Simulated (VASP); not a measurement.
Given:

```
CsCl
1.0
    4.00701     0.00000     0.00000
    0.00000     4.00701     0.00000
    0.00000     0.00000     4.00701
Cs Cl
1 1
Cartesian
  0.00000   0.00000   0.00000
  2.00350   2.00350   2.00350
```

Calculation: optB86b-vdW, VASP's PBE PAW potentials (set 64) (plane waves; VASP 6.6.1). Run with 520 eV cut-off, 7×7×7 Γ-centred mesh, Gaussian smearing of 0.050 eV, potentials Cs_sv Cl.

Task: Give the stress tensor in GPa (positive for a compressed cell).

Result: 
```
1.42  0.00  0.00
0.00  1.42  0.00
0.00  0.00  1.42
```
The pressure is its mean diagonal, 1.42 GPa.

The compound is CsCl in the CsCl type structure. This cell is one point of a volume scan, at 0.94 of the reference volume.
